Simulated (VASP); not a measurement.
## CuZn (CsCl type): computed properties

The numbers are results of LDA (Ceperley-Alder, Perdew-Zunger), VASP's LDA PAW potentials (set 64) (plane waves; VASP), not measurements.

* **space group**: Pm-3m (221)
* **cell**: a = 2.8694 Å, b = 2.8694 Å, c = 2.8694 Å, α = 90.00°, β = 90.00°, γ = 90.00°
* **volume per atom**: 11.81 Å³/atom
* **band gap (over mesh and band path)**: none (metal, semimetal or under 0.01 eV)
* **band gap with spin-orbit coupling**: none (metallic)
* **density**: 9.06 g/cm³

```
CuZn
1.0
    2.86940     0.00000     0.00000
    0.00000     2.86940     0.00000
    0.00000     0.00000     2.86940
Zn Cu
1 1
Direct
  0.50000   0.50000   0.50000
  0.00000   0.00000   0.00000
```

Measured: a 2.958 Å (computed value off by -3.0 %), as given by First-Principles Study on the Electrical and Thermal Conductivities of Cu–Zn Binary Alloys. The calculation is for a static lattice, while the measured a holds thermal and zero-point effects, which are part of the difference.

The compound is CuZn in the CsCl type structure. It was relaxed first, which changed the volume by -8 %. Symmetry was kept, so distortions that lower it aren't found. The electron count is odd and the run is not spin-polarised, which forces a metal.
